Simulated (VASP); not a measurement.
Output of a VASP run:

### OSZICAR
```
       N       E                     dE             d eps       ncg     rms          rms(c)
DAV:   1     0.494049985644E+03    0.49405E+03   -0.17813E+04  2160   0.135E+03
DAV:   2     0.442140396827E+02   -0.44984E+03   -0.44315E+03  2166   0.490E+02
DAV:   3    -0.184601587780E+02   -0.62674E+02   -0.61093E+02  3360   0.158E+02
DAV:   4    -0.272363661491E+02   -0.87762E+01   -0.86079E+01  3344   0.482E+01
DAV:   5    -0.279650159886E+02   -0.72865E+00   -0.72253E+00  3466   0.119E+01    0.459E+01
DAV:   6    -0.226024777264E+02    0.53625E+01   -0.64610E+01  2794   0.470E+01    0.127E+01
DAV:   7    -0.220796965861E+02    0.52278E+00   -0.85124E+00  2750   0.173E+01    0.930E+00
DAV:   8    -0.220646001337E+02    0.15096E-01   -0.44365E-01  3008   0.345E+00    0.561E+00
DAV:   9    -0.220602338885E+02    0.43662E-02   -0.22737E-01  2906   0.277E+00    0.123E+00
DAV:  10    -0.220577772238E+02    0.24567E-02   -0.29580E-02  3008   0.987E-01    0.732E-01
DAV:  11    -0.220557499379E+02    0.20273E-02   -0.10975E-02  2874   0.604E-01    0.184E-01
DAV:  12    -0.220558365152E+02   -0.86577E-04   -0.14085E-03  3104   0.263E-01    0.683E-02
DAV:  13    -0.220558166395E+02    0.19876E-04   -0.20844E-04  3348   0.796E-02    0.443E-02
DAV:  14    -0.220558198560E+02   -0.32165E-05   -0.65814E-05  3008   0.290E-02    0.176E-02
DAV:  15    -0.220558228024E+02   -0.29463E-05   -0.35384E-05  1986   0.981E-03    0.630E-03
DAV:  16    -0.220558264946E+02   -0.36922E-05   -0.27977E-05  1696   0.625E-03    0.148E-03
DAV:  17    -0.220558286553E+02   -0.21607E-05   -0.20352E-05  1568   0.381E-03    0.594E-04
DAV:  18    -0.220558300560E+02   -0.14007E-05   -0.13788E-05  1536   0.182E-03    0.317E-04
DAV:  19    -0.220558309081E+02   -0.85213E-06   -0.84925E-06  1480   0.139E-03
   1 F= -.22055831E+02 E0= -.21934011E+02  d E =-.243639E+00  mag=    -0.0000    -0.0000    -0.0000
```

File OUTCAR:
```
------------------------ aborting loop because EDIFF is reached ----------------------------------------
  FORCE on cell =-STRESS in cart. coord.  units (eV):
  Direction    XX          YY          ZZ          XY          YZ          ZX
  --------------------------------------------------------------------------------------
  Total       -3.6176262     -3.6176262     -3.6176262     -0.0000000      0.0000000      0.0000000
  in kB      -58.2815075    -58.2815075    -58.2815075     -0.0000000      0.0000000      0.0000000
  external PRESSURE =     -58.2815075 kB  Pullay stress =       0.0000000 kB
  volume of cell :       99.45
      direct lattice vectors                 reciprocal lattice vectors
     4.633059000  0.000000000  0.000000000     0.215840118  0.000000000  0.000000000
     0.000000000  4.633059000  0.000000000     0.000000000  0.215840118  0.000000000
     0.000000000  0.000000000  4.633059000     0.000000000  0.000000000  0.215840118
 POSITION                                       TOTAL-FORCE (eV/Angst)
 -----------------------------------------------------------------------------------
      0.00000      2.31653      2.31653         0.000000      0.000000      0.000000
      2.31653      2.31653      0.00000         0.000000      0.000000      0.000000
      2.31653      0.00000      2.31653         0.000000      0.000000      0.000000
      0.00000      0.00000      0.00000         0.000000      0.000000      0.000000
 -----------------------------------------------------------------------------------
    total drift:                                0.000000      0.000000      0.000000
  FREE ENERGIE OF THE ION-ELECTRON SYSTEM (eV)
  ---------------------------------------------------
  free  energy   TOTEN  =       -22.0558309081 eV

  energy  without entropy=      -21.8121917202  energy(sigma->0) =      -21.93401131

 total charge

# of ion       s       p       d       tot
------------------------------------------
    1        2.207   6.040   1.802  10.049
    2        2.207   6.040   1.802  10.049
    3        2.207   6.040   1.802  10.049
    4        2.070   5.741   0.351   8.162
--------------------------------------------------
tot          8.692  23.861   5.758  38.311

 magnetization (x)

# of ion       s       p       d       tot
------------------------------------------
    1        0.000   0.000   0.000   0.000
    2        0.000   0.000   0.000   0.000
    3       -0.000  -0.000   0.000   0.000
    4       -0.000   0.000   0.000  -0.000
--------------------------------------------------
tot          0.000   0.000   0.000   0.000

 magnetization (y)

# of ion       s       p       d       tot
------------------------------------------
    1       -0.000  -0.000  -0.000  -0.000
    2        0.000   0.000  -0.000  -0.000
    3        0.000   0.000  -0.000  -0.000
    4        0.000   0.000   0.000   0.000
--------------------------------------------------
tot          0.000  -0.000  -0.000  -0.000

 magnetization (z)

# of ion       s       p       d       tot
------------------------------------------
    1       -0.000  -0.000   0.000  -0.000
    2        0.000   0.000   0.000   0.000
    3        0.000   0.000   0.000   0.000
    4        0.000  -0.000   0.000   0.000
--------------------------------------------------
tot          0.000  -0.000   0.000   0.000

...
```
(Selected blocks of OUTCAR.)

**POSCAR**
```
SrTi3
1
    4.6330590000     0.0000000000     0.0000000000
    0.0000000000     4.6330590000     0.0000000000
    0.0000000000     0.0000000000     4.6330590000
Ti Sr
3 1
Direct
  0.0000000000   0.5000000000   0.5000000000
  0.5000000000   0.5000000000   0.0000000000
  0.5000000000   0.0000000000   0.5000000000
  0.0000000000   0.0000000000   0.0000000000
```

Task: Reconstruct the remaining input files.

Result: Several could match; the one computed here: the input of the run itself, PBE GGA with spin-orbit coupling, plane waves, VASP's PBE PAW potentials (set 64).

INCAR:
```
# general
SYSTEM        = SrTi3
PREC          = Accurate
ENCUT         = 300   # plane-wave cut-off (eV)
LREAL         = .FALSE.
LASPH         = .TRUE.

# electronic loop
EDIFF         = 1E-6
NELM          = 100   # most electronic steps
ALGO          = Normal
LMAXMIX       = 4   # l cut-off of mixed one-centre charges

# smearing
ISMEAR        = -1
SIGMA         = 0.1

# functional
GGA           = PE   # PBE
GGA_COMPAT    = .FALSE.

# spin
MAGMOM        = 0.0 0.0 0.0 0.0 0.0 0.0 0.0 0.0 0.0 0.0 0.0 0.0
LSORBIT       = .TRUE.
LNONCOLLINEAR = .TRUE.

# ions
ISIF          = 2   # forces and stress, cell fixed

# output
LWAVE         = .FALSE.
LCHARG        = .FALSE.
LORBIT        = 11   # lm-projected
```

**KPOINTS**
```
Automatic mesh
0
Gamma
7 7 7
0 0 0
```

POTCAR, in this order: Ti_sv Sr_sv (PBE.64 set). Program: vasp_ncl.

At this cut-off the stress carries a Pulay error, which pulls relaxed volumes low.

The structure was generated: SrTi3 was put into an ordered model structure, which need not be its known phase. The cell was not relaxed at this level. The run is one of a series of settings (GGA_COMPAT = .FALSE., LNONCOLLINEAR = .TRUE., LSORBIT = .TRUE., MAGMOM = 0.0 0.0 0.0 0.0 0.0 0.0 0.0 0.0 0.0 0.0 0.0 0.0, program vasp_ncl against the base run), some of them coarse on purpose.
